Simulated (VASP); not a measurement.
Here is a VASP 6.6.1 calculation.

File INCAR:

```
SYSTEM = NiGe2O3
ALGO     = Fast           ! electronic algorithm
EDIFF    = 1E-4           ! SCF threshold, eV
EDIFFG   = -0.08          ! ionic threshold
ENCUT    = 520            ! plane-wave cutoff, eV
GGA      = PE             ! functional
IBRION   = 2              ! ionic algorithm
ISIF     = 3              ! what is computed and relaxed
ISMEAR   = 0              ! smearing method
ISPIN    = 2              ! spin polarisation
LASPH    = .True.         ! aspherical terms in the spheres
LCHARG   = .False.        ! write CHGCAR
LMAXMIX  = 4              ! l up to which the mixer works
LORBIT   = 11             ! projections on sites
LREAL    = .False.        ! projectors in reciprocal space
LWAVE    = .False.        ! write WAVECAR
MAGMOM   = 1 0 0 0 0 0    ! initial moments
NELM     = 60             ! most SCF steps
NSW      = 24             ! ionic steps
PREC     = Normal         ! precision mode
SIGMA    = 0.15           ! smearing width, eV
```

KPOINTS

```
k-points
0
Gamma
  5 5 2
  0 0 0
```

File POSCAR:

```
NiGe2O3
1.0
    3.2400000000      0.0000000000      0.0000000000
   -1.6200000000      2.8059223100      0.0000000000
    0.0000000000      0.0000000000      7.9300000000
Ni Ge O
1 2 3
Direct
    0.0000000000      0.0000000000      0.0000000000
    0.6666666700      0.3333333300      0.3500000000
    0.3333333300      0.6666666700      0.6500000000
    0.6666666700      0.3333333300      0.8500000000
    0.3333333300      0.6666666700      0.1500000000
    0.0000000000      0.0000000000      0.5000000000
```

Potentials or basis: VASP PAW PBE potentials, release 64 (Ni, Ge_d, O).

Run with:

```sh
$ cat potpaw_PBE.64/Ni/POTCAR potpaw_PBE.64/Ge_d/POTCAR potpaw_PBE.64/O/POTCAR > POTCAR
$ mpirun -np 1 vasp_std > vasp.out
```

Task: Predict the net moment.

Result: 2.00 μB per cell.

Task: Estimate the relaxed cell.

Result: a = 3.256 Å, b = 3.256 Å, c = 7.842 Å, α = 90.00°, β = 90.00°, γ = 120.00°.

Task: Estimate the site moments.

Result: Ni +1.44; Ge +0.05; O +0.17, +0.06 μB.

Forces on the atoms (eV/Å):
```
Ni   0.000  0.000  0.000
Ge   0.000  0.000 -0.058
Ge   0.000  0.000  0.058
O    0.000  0.000  0.005
O    0.000  0.000 -0.005
O    0.000  0.000  0.000
```

Caveat: the k mesh is coarse (spacing up to 0.45 Å⁻¹), so the values aren't converged; a cell with one magnetic atom can't hold antiferromagnetic order, which such compounds often take; the relaxation stopped at a loose force limit of 0.08 eV/Å, so its end isn't a converged minimum.
